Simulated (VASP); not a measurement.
A snapshot from molecular dynamics of Li, step 41; the first frame, the perfect lattice, has an electronic free energy F (no ionic kinetic energy) of -2.079 eV/atom. The Γ point alone samples so small a cell crudely.

Here is the system:

```xyz
27
Lattice="-5.2350 5.2350 5.2350 5.2350 -5.2350 5.2350 5.2350 5.2350 -5.2350" Properties=species:S:1:pos:R:3 pbc="T T T"
Li     0.1300     0.0420    10.2914
Li     6.7043    -3.2879     3.3781
Li     3.8226     3.1595     6.5537
Li    -3.4405     3.4769     6.8203
Li     3.2512     0.5894     0.1267
Li     5.5594     2.0303    -1.4317
Li     3.2156     6.9014     3.4793
Li    -0.5583     3.3083     6.5745
Li     6.8858    -0.0559     0.3295
Li     3.4642     6.5344    -3.4057
Li    -0.0582     3.2992     0.3490
Li     6.8430    -0.6797     3.1590
Li     5.2586     5.0438    -1.7178
Li     1.5914     1.9283     2.2656
Li     3.3402     3.4993     0.0472
Li     2.1421    -1.4686     5.5006
Li     3.6357    -0.0670     3.3879
Li     5.4422     1.8892     1.8414
Li    -3.2332     3.7186     3.4402
Li    -1.6091     5.6395     2.1583
Li     5.5314     1.3998     4.9125
Li     3.2744     6.7283    -0.3769
Li    -0.0841     3.7250     3.7104
Li     1.6745     5.2838     1.7535
Li     5.1889     5.2313     1.5308
Li     1.7502     1.7326     5.1870
Li     3.5678     3.6883     3.4253
```

The numbers are results of PBE GGA, VASP's PBE PAW potentials (set 64) (plane waves; VASP), not measurements. Numerical set-up: PREC = Normal, LREAL = Auto, ISYM = 0, EDIFF = 1E-5, 400 eV cut-off, 1×1×1 Γ-centred mesh, Fermi-Dirac smearing of 0.043 eV, potentials Li_sv.

Give F per atom of this frame and the forces (eV/Å).

-2.046 eV/atom.
```
atom     Fx     Fy     Fz
----  -----  -----  -----
Li1   -0.03   0.07   0.19
Li2   -0.05  -0.34  -0.15
Li3   -0.02   0.27   0.19
Li4   -0.15   0.03  -0.09
Li5    0.12  -0.13   0.06
Li6   -0.14  -0.10  -0.03
Li7    0.34   0.06   0.14
Li8    0.18   0.04   0.08
Li9   -0.04  -0.18  -0.33
Li10   0.13   0.28   0.04
Li11  -0.05   0.14  -0.09
Li12   0.03   0.30   0.11
Li13   0.08  -0.08  -0.05
Li14   0.05  -0.21  -0.24
Li15  -0.01   0.03   0.05
Li16  -0.04  -0.09   0.00
Li17  -0.11  -0.03  -0.01
Li18  -0.07   0.04  -0.01
Li19  -0.11  -0.08   0.05
Li20   0.10  -0.01  -0.21
Li21  -0.07   0.14   0.04
Li22   0.04  -0.09   0.04
Li23  -0.07  -0.02  -0.11
Li24  -0.03  -0.04   0.02
Li25  -0.02   0.09   0.12
Li26  -0.02   0.00   0.12
Li27  -0.03  -0.11   0.08
```

The cell is a supercell, built from Li (bcc). Its lattice is the typed one, not relaxed at this level.
